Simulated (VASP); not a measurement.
All values below come from PBE GGA, VASP's PBE PAW potentials (set 64) (plane waves; VASP 6.6.1).

A VASP calculation is set up with these files.

File POSCAR:
```
Ti
1
    1.5045000000    -2.6058700000     0.0000000000
    1.5045000000     2.6058700000     0.0000000000
    0.0000000000     0.0000000000     4.7736000000
Ti
2
Direct
  0.3333330000   0.6666670000   0.2500000000
  0.6666670000   0.3333330000   0.7500000000
```

### INCAR
```
# general
SYSTEM   =  Ti
PREC     =  Accurate
ENCUT    =  400
LREAL    =  .FALSE.   # projection in real space or not
LASPH    =  .TRUE.   # aspherical one-centre terms

# electronic loop
EDIFF    =  1E-6   # SCF stop (eV)
NELM     =  100   # most electronic steps
ALGO     =  Fast   # Davidson, then RMM-DIIS
LMAXMIX  =  4

# smearing
ISMEAR   =  1
SIGMA    =  0.1

# functional
GGA      =  PE   # PBE

# ions
ISIF     =  2   # forces and stress, cell fixed

# output
LWAVE    =  .FALSE.
LCHARG   =  .FALSE.
```

File KPOINTS:
```
Regular mesh
0
gamma
13 13 7
0 0 0
```

POTCAR, in this order: Ti_sv (PBE.64 set). Program: vasp_std.

Output of the run:

File OSZICAR:
```
       N       E                     dE             d eps       ncg     rms          rms(c)
DAV:   1     0.224784708302E+03    0.22478E+03   -0.12070E+04  2688   0.158E+03
DAV:   2     0.918799707395E+01   -0.21560E+03   -0.21427E+03  2800   0.450E+02
DAV:   3    -0.167391506583E+02   -0.25927E+02   -0.25799E+02  5288   0.128E+02
DAV:   4    -0.178584998058E+02   -0.11193E+01   -0.11193E+01  2776   0.274E+01
DAV:   5    -0.179227111937E+02   -0.64211E-01   -0.64211E-01  4528   0.454E+00    0.112E+01
RMM:   6    -0.154778822823E+02    0.24448E+01   -0.73447E+00  2981   0.296E+01    0.301E+00
RMM:   7    -0.155690683938E+02   -0.91186E-01   -0.33056E+00  3446   0.114E+01    0.247E+00
RMM:   8    -0.155745137561E+02   -0.54454E-02   -0.55807E-01  3330   0.878E+00    0.112E+00
RMM:   9    -0.155815934051E+02   -0.70796E-02   -0.21910E-01  3863   0.351E+00    0.152E-01
RMM:  10    -0.155867429200E+02   -0.51495E-02   -0.60266E-02  4516   0.160E+00    0.115E-01
RMM:  11    -0.155888946780E+02   -0.21518E-02   -0.23124E-02  4784   0.744E-01    0.153E-01
RMM:  12    -0.155892906087E+02   -0.39593E-03   -0.73771E-03  4396   0.487E-01    0.130E-01
RMM:  13    -0.155909657167E+02   -0.16751E-02   -0.89209E-03  4059   0.692E-01    0.257E-01
RMM:  14    -0.155929827210E+02   -0.20170E-02   -0.64483E-03  4123   0.516E-01    0.380E-01
RMM:  15    -0.155919725143E+02    0.10102E-02   -0.22409E-03  3911   0.354E-01    0.307E-01
RMM:  16    -0.155908674799E+02    0.11050E-02   -0.25855E-03  4185   0.402E-01    0.204E-01
RMM:  17    -0.155898832820E+02    0.98420E-03   -0.52661E-03  4358   0.654E-01    0.322E-02
RMM:  18    -0.155899488682E+02   -0.65586E-04   -0.12357E-03  4133   0.251E-01    0.392E-02
RMM:  19    -0.155899705776E+02   -0.21709E-04   -0.31670E-04  4450   0.113E-01    0.238E-02
RMM:  20    -0.155900001389E+02   -0.29561E-04   -0.38161E-04  3967   0.920E-02    0.140E-02
RMM:  21    -0.155900166378E+02   -0.16499E-04   -0.17670E-04  3936   0.867E-02    0.114E-02
RMM:  22    -0.155900270389E+02   -0.10401E-04   -0.12412E-04  3769   0.565E-02    0.909E-03
RMM:  23    -0.155900324885E+02   -0.54496E-05   -0.94651E-05  3688   0.588E-02    0.385E-03
RMM:  24    -0.155900371966E+02   -0.47081E-05   -0.57939E-05  3605   0.408E-02    0.316E-03
RMM:  25    -0.155900418689E+02   -0.46722E-05   -0.52413E-05  3154   0.340E-02    0.348E-03
RMM:  26    -0.155900446592E+02   -0.27903E-05   -0.33216E-05  2801   0.300E-02    0.351E-03
RMM:  27    -0.155900469277E+02   -0.22686E-05   -0.27426E-05  2659   0.265E-02    0.440E-03
RMM:  28    -0.155900488673E+02   -0.19396E-05   -0.23128E-05  2645   0.240E-02    0.432E-03
RMM:  29    -0.155900499929E+02   -0.11256E-05   -0.14785E-05  2916   0.226E-02    0.408E-03
RMM:  30    -0.155900513353E+02   -0.13424E-05   -0.14471E-05  2516   0.204E-02    0.279E-03
RMM:  31    -0.155900521201E+02   -0.78483E-06   -0.90725E-06  2413   0.185E-02
   1 F= -.15590052E+02 E0= -.15590180E+02  d E =0.384847E-03
```

OUTCAR:
```
------------------------ aborting loop because EDIFF is reached ----------------------------------------
  FORCE on cell =-STRESS in cart. coord.  units (eV):
  Direction    XX          YY          ZZ          XY          YZ          ZX
  --------------------------------------------------------------------------------------
  Total       -1.8478355     -1.8478348     -1.9617891      0.0000000      0.0000000      0.0000000
  in kB      -79.0957084    -79.0956817    -83.9734380      0.0000000      0.0000000      0.0000000
  external PRESSURE =     -80.7216094 kB  Pullay stress =       0.0000000 kB
  volume of cell :       37.43
      direct lattice vectors                 reciprocal lattice vectors
     1.504500000 -2.605870000  0.000000000     0.332336324 -0.191874499  0.000000000
     1.504500000  2.605870000  0.000000000     0.332336324  0.191874499  0.000000000
     0.000000000  0.000000000  4.773600000     0.000000000  0.000000000  0.209485504
 POSITION                                       TOTAL-FORCE (eV/Angst)
 -----------------------------------------------------------------------------------
      1.50450      0.86863      1.19340        -0.000000      0.000000      0.000000
      1.50450     -0.86863      3.58020         0.000000     -0.000000      0.000000
 -----------------------------------------------------------------------------------
    total drift:                                0.000198      0.001073     -0.000018
  FREE ENERGIE OF THE ION-ELECTRON SYSTEM (eV)
  ---------------------------------------------------
  free  energy   TOTEN  =       -15.5900521201 eV

  energy  without entropy=      -15.5904369671  energy(sigma->0) =      -15.59018040
```
(Selected blocks of OUTCAR.)

The compound is Ti in the hcp structure. The cell was not relaxed at this level. The run is one of a series of settings (ALGO = Fast against the base run), some of them coarse on purpose.
